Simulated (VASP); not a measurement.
Given:

```yaml
crystal:
  lattice:
    - [3.29806, 0.00000, 0.00000]
    - [0.00000, 3.29806, 0.00000]
    - [0.00000, 0.00000, 3.29806]
  atoms:
    - { symbol: In, position: [0.00000, 0.00000, 0.00000] }
    - { symbol: Pd, position: [0.50000, 0.50000, 0.50000] }
```

All values below come from PBE GGA, VASP's PBE PAW potentials (set 64) (plane waves; VASP). Numerical set-up: 300 eV cut-off, 13×13×13 Γ-centred mesh, Gaussian smearing of 0.20 eV, potentials In_d Pd.

Task: Give the energies of bands 6 to 14 at the high-symmetry points, in eV from the Fermi level.

Result: 
```csv
band,Γ,X,M,R
6,-9.91,-6.52,-6.06,-4.76
7,-3.74,-5.89,-3.44,-4.76
8,-3.74,-3.71,-2.66,-4.76
9,-2.26,-3.20,-2.66,-1.67
10,-2.26,-3.20,-2.27,-1.67
11,-2.26,-2.33,-2.27,-0.22
12,4.14,-1.14,-1.71,3.72
13,4.14,9.31,1.30,3.72
14,4.14,9.31,2.35,3.72
```

It has no gap at this level: it comes out as a metal or semimetal.

The structure comes from a computed database's InPd entry; how it stands against other phases isn't given here. The cell was not relaxed at this level. The electron count is odd and the run is not spin-polarised, which forces a metal.
